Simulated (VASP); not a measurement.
Given:

```
Ge
1.0
    0.00000     2.82900     2.82900
    2.82900     0.00000     2.82900
    2.82900     2.82900     0.00000
Ge
2
Cartesian
  0.00000   0.00000   0.00000
  1.41450   1.41450   1.41450
```

Level of theory: vdW-DF2, VASP's PBE PAW potentials (set 64) (plane waves; VASP). Run with 520 eV cut-off, 7×7×7 Γ-centred mesh, Gaussian smearing of 0.050 eV, potentials Ge_d.

Energy and stress use the plane-wave basis of the starting cell.

Question: The ions, cell shape and volume are relaxed. Give the cell that the relaxation ends in.

Answer: 
```
Ge
1.0
    0.00000     2.97564     2.97564
    2.97564     0.00000     2.97564
    2.97564     2.97564     0.00000
Ge
2
Direct
  0.00000   0.00000   0.00000
  0.25000   0.25000   0.25000
```
Space group Fd-3m (227), at a tolerance of 0.03 Å.

Question: How do energy and volume change from the first to the last step?

Answer: The energy (σ→0) changes by -95.2 meV/atom and the volume by +16.4 %, in 8 ionic steps.

```csv
step,E(σ→0) (eV),max force (eV/Å),pressure (GPa),volume (Å³)
1,-1.4805,0.000,9.45,45.28
2,-1.6648,0.000,-1.19,54.61
3,-1.6709,0.000,-0.10,52.81
4,-1.6708,0.000,0.35,52.65
5,-1.6709,0.000,0.16,52.67
6,-1.6709,0.000,0.20,52.69
7,-1.6709,0.000,0.18,52.69
8,-1.6709,0.000,0.01,52.70
```

The compound is Ge in the diamond structure. This run relaxes it. Symmetry was kept, so distortions that lower it aren't found.
